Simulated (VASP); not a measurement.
Here is the system:

```xyz
1
Lattice="0.0000 2.0097 2.0097 2.0097 0.0000 2.0097 2.0097 2.0097 0.0000" Properties=species:S:1:pos:R:3 pbc="T T T"
Au     0.0000     0.0000     0.0000
```

These are LDA (Ceperley-Alder, Perdew-Zunger), VASP's LDA PAW potentials (set 64) (plane waves; VASP) values and carry that method's errors. Numerical set-up: 500 eV cut-off, 16×16×16 Γ-centred mesh, first-order Methfessel-Paxton smearing of 0.10 eV, potentials Au.

Energy and stress use the plane-wave basis of the starting cell.

The ions, cell shape and volume at an external pressure of 10.0 GPa are relaxed. Which structure does the run end with?

```xyz
1
Lattice="0.0000 1.9958 1.9958 1.9958 0.0000 1.9958 1.9958 1.9958 0.0000" Properties=species:S:1:pos:R:3 pbc="T T T"
Au     0.0000     0.0000     0.0000
```
Space group Fm-3m (225), at a tolerance of 0.03 Å.

How do energy and volume change from the first to the last step?

The energy (σ→0) changes by +15.5 meV/atom and the volume by -2.1 %, in 3 ionic steps.

The compound is Au in the fcc structure. This run relaxes it under an external pressure of 10 GPa. Symmetry was kept, so distortions that lower it aren't found.
